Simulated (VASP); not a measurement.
Calculation: rev-vdW-DF2, VASP's PBE PAW potentials (set 64) (plane waves; VASP).

VASP input:

**INCAR**
```
! general
SYSTEM    =  MoS2
PREC      =  Accurate
ENCUT     =  520   ! plane-wave cut-off (eV)
LREAL     =  F
LASPH     =  T   ! aspherical one-centre terms

! electronic loop
EDIFF     =  1E-7   ! SCF stop (eV)
NELM      =  100   ! most electronic steps
ALGO      =  Normal   ! blocked Davidson
LMAXMIX   =  4   ! l cut-off of mixed one-centre charges

! smearing
ISMEAR    =  -5

! functional
GGA       =  MK
LUSE_VDW  =  T
AGGAC     =  0.0
PARAM1    =  0.1234568
PARAM2    =  0.7114
ZAB_VDW   =  -1.8867

! ions
ISIF      =  2   ! forces and stress, cell fixed

! output
LWAVE     =  F
LCHARG    =  T
LORBIT    =  11   ! lm-projected
NEDOS     =  601

! other
LEFG      =  T
```

### KPOINTS
```
Automatic mesh
0
Gamma
9 9 2
0 0 0
```

**POSCAR**
```
MoS2
1
    1.5838251089    -2.7432652810     0.0000000000
    1.5838251089     2.7432652810     0.0000000000
    0.0000000000     0.0000000000    12.3075283482
Mo S
2 4
Direct
  0.3333330000   0.6666670000   0.2500000000
  0.6666670000   0.3333330000   0.7500000000
  0.3333330000   0.6666670000   0.8774629169
  0.6666670000   0.3333330000   0.3774629169
  0.6666670000   0.3333330000   0.1225370831
  0.3333330000   0.6666670000   0.6225370831
```

POTCAR, in this order: Mo_sv S (PBE.64 set). Program: vasp_std.

The resulting files:

### OSZICAR
```
       N       E                     dE             d eps       ncg     rms          rms(c)
DAV:   1     0.466949830698E+03    0.46695E+03   -0.29964E+04  1656   0.160E+03
DAV:   2    -0.104424937849E+02   -0.47739E+03   -0.46726E+03  1863   0.402E+02
DAV:   3    -0.359377727580E+02   -0.25495E+02   -0.25334E+02  1926   0.802E+01
DAV:   4    -0.365229362884E+02   -0.58516E+00   -0.58379E+00  1877   0.119E+01
DAV:   5    -0.365389579928E+02   -0.16022E-01   -0.16015E-01  1945   0.181E+00    0.338E+01
DAV:   6    -0.344023332114E+02    0.21366E+01   -0.24019E+01  1655   0.255E+01    0.132E+01
DAV:   7    -0.339372437625E+02    0.46509E+00   -0.10678E+01  1682   0.165E+01    0.831E+00
DAV:   8    -0.335932514522E+02    0.34399E+00   -0.16198E+00  1966   0.695E+00    0.287E+00
DAV:   9    -0.336043716331E+02   -0.11120E-01   -0.15445E-01  2002   0.189E+00    0.137E+00
DAV:  10    -0.335955209165E+02    0.88507E-02   -0.72354E-02  1821   0.147E+00    0.355E-01
DAV:  11    -0.335953723613E+02    0.14856E-03   -0.27018E-03  1824   0.295E-01    0.221E-01
DAV:  12    -0.335952147046E+02    0.15766E-03   -0.61317E-04  1878   0.124E-01    0.906E-02
DAV:  13    -0.335951976710E+02    0.17034E-04   -0.17187E-04  2006   0.676E-02    0.176E-02
DAV:  14    -0.335951984443E+02   -0.77328E-06   -0.90696E-06  1866   0.171E-02    0.193E-02
DAV:  15    -0.335951981697E+02    0.27463E-06   -0.61073E-07  1620   0.491E-03    0.664E-03
DAV:  16    -0.335951977628E+02    0.40693E-06   -0.14551E-06  1814   0.662E-03    0.128E-03
DAV:  17    -0.335951977972E+02   -0.34473E-07   -0.58718E-08  1206   0.138E-03
   1 F= -.33595198E+02 E0= -.33595198E+02  d E =0.000000E+00
```

**OUTCAR**
```
------------------------ aborting loop because EDIFF is reached ----------------------------------------
  FORCE on cell =-STRESS in cart. coord.  units (eV):
  Direction    XX          YY          ZZ          XY          YZ          ZX
  --------------------------------------------------------------------------------------
  Total        0.0063431      0.0063431      0.0554074      0.0000000      0.0000000     -0.0000000
  in kB        0.0950252      0.0950252      0.8300471      0.0000000      0.0000000     -0.0000000
  external PRESSURE =       0.3400325 kB  Pullay stress =       0.0000000 kB
  volume of cell :      106.95
      direct lattice vectors                 reciprocal lattice vectors
     1.583825109 -2.743265281  0.000000000     0.315691421 -0.182264546  0.000000000
     1.583825109  2.743265281  0.000000000     0.315691421  0.182264546  0.000000000
     0.000000000  0.000000000 12.307528348     0.000000000  0.000000000  0.081251082
 POSITION                                       TOTAL-FORCE (eV/Angst)
 -----------------------------------------------------------------------------------
      1.58383      0.91442      3.07688         0.000000      0.000000      0.000000
      1.58383     -0.91442      9.23065        -0.000000     -0.000000      0.000000
      1.58383      0.91442     10.79940        -0.000000      0.000000     -0.006275
      1.58383     -0.91442      4.64564         0.000000      0.000000     -0.006275
      1.58383     -0.91442      1.50813         0.000000     -0.000000      0.006275
      1.58383      0.91442      7.66189        -0.000000      0.000000      0.006275
 -----------------------------------------------------------------------------------
    total drift:                                0.000000      0.001609     -0.000028
  FREE ENERGIE OF THE ION-ELECTRON SYSTEM (eV)
  ---------------------------------------------------
  free  energy   TOTEN  =       -33.5951977972 eV

  energy  without entropy=      -33.5951977972  energy(sigma->0) =      -33.59519780

 total charge

# of ion       s       p       d       tot
------------------------------------------
    1        2.291   6.216   3.955  12.463
    2        2.291   6.216   3.955  12.463
    3        1.367   2.335   0.000   3.701
    4        1.367   2.335   0.000   3.701
    5        1.367   2.335   0.000   3.701
    6        1.367   2.335   0.000   3.701
--------------------------------------------------
tot         10.049  21.771   7.911  39.731

 Electric field gradients after diagonalization (V/A^2)
 (convention: |V_zz| > |V_xx| > |V_yy|)
----------------------------------------------------------------------
 ion       V_xx      V_yy      V_zz     asymmetry (V_yy - V_xx)/ V_zz
----------------------------------------------------------------------
   1      39.710    39.705   -79.416       0.000
   2      39.710    39.705   -79.416       0.000
   3      25.452    25.451   -50.904       0.000
   4      25.452    25.451   -50.904       0.000
   5      25.452    25.451   -50.904       0.000
   6      25.452    25.451   -50.904       0.000
```
(Selected blocks of OUTCAR.)

The compound is MoS2 in the 2H layered structure. It was relaxed first.
